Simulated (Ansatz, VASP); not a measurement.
# One calculation of BeZn3Se4, two programs

```
Be Zn Se
1.0
     3.99113    0.00000    0.00000
    -1.99557    3.45642    0.00000
     0.00000    0.00000   13.14533
Be Zn Se
1 3 4
Cartesian
  0.0000 2.3043 0.0215
  0.0000 2.3043 6.5802
  1.9956 1.1521 3.1854
  1.9956 1.1521 9.9820
  0.0000 2.3043 2.2834
  0.0000 2.3043 9.0765
  1.9956 1.1521 5.6798
  1.9956 1.1521 12.4862
```

Alike in both runs: functional PBE; k mesh 12 × 12 × 2; occupations gaussian, width 0.02 eV; no spin polarisation.

Ansatz relaxed the structure, and its values are those at the end. VASP's run is a single point on that final structure, the one shown.

|  | VASP | Ansatz |
| --- | --- | --- |
| version | VASP 6.6.1 | Ansatz 0.2.0 |
| potentials or method | VASP PAW PBE potentials, release 64 (Be, Zn, Se) | scalar-relativistic, plane waves, PAW |
| plane-wave cutoff (eV) | 520 | 420 |
| valence electrons in the cell | 62 | 102 |

|  | VASP | Ansatz | Ansatz less VASP |
| --- | --- | --- | --- |
| gap on the k mesh at the Fermi level (eV) | 1.48 | 1.48 | -0.001 |
| least direct gap on the mesh (eV) | 1.48 | 1.48 | -0.001 |
| pressure (GPa) | -1.5 | -1.7 | -0.19 |

The two sets of potentials don't hold the same shells in valence.
